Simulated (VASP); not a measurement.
Given:

```xyz
2
Lattice="2.9737 0.0000 0.0000 0.0000 2.9737 0.0000 0.0000 0.0000 2.9737" Properties=species:S:1:pos:R:3 pbc="T T T"
Pb     0.0000     0.0000     0.0000
O      1.4869     1.4869     1.4869
```

Computed with PBEsol GGA, VASP's PBE PAW potentials (set 64) (plane waves; VASP). Settings: 620 eV cut-off, 9×9×9 Γ-centred mesh, Gaussian smearing of 0.050 eV, potentials Pb_d O.

Task: Predict the energy per atom (σ→0), pressure.

Result: 
| Item | Value |
|---|---|
| energy per atom (σ→0) | -5.056 eV/atom |
| pressure | 29.96 GPa |

Total energies compare only between runs with the same potentials, cut-off and functional.

The structure was generated: PbO was put into the CsCl type type (Pm-3m), which need not be its known phase. It was relaxed first under an external pressure of 30 GPa.
